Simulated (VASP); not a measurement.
Given:

```xyz
2
Lattice="3.4252 0.0000 0.0000 0.0000 3.4252 0.0000 0.0000 0.0000 3.4252" Properties=species:S:1:pos:R:3 pbc="T T T"
In     0.0000     0.0000     0.0000
P      1.7126     1.7126     1.7126
```

All values below come from r2SCAN meta-GGA, VASP's PBE PAW potentials (set 64) (plane waves; VASP). Run with 400 eV cut-off, 12×12×12 Γ-centred mesh, tetrahedra with Blöchl corrections, potentials In_d P.

### Question
Give the energies of bands 7 to 12 at the high-symmetry points, in eV from the Fermi level.

### Answer

```csv
band,Γ,X,M,R
7,-1.19,-7.83,-5.12,-2.45
8,-0.96,0.79,-5.12,-2.45
9,-0.96,0.79,-3.72,-2.45
10,-0.96,3.17,1.22,-0.39
11,5.13,4.09,7.35,-0.09
12,5.13,5.36,7.35,-0.09
```

It has no gap at this level: it comes out as a metal or semimetal.

The structure was generated: InP was put into the CsCl type (Pm-3m), which need not be its known phase. It was relaxed first, which changed the volume by +25 %.
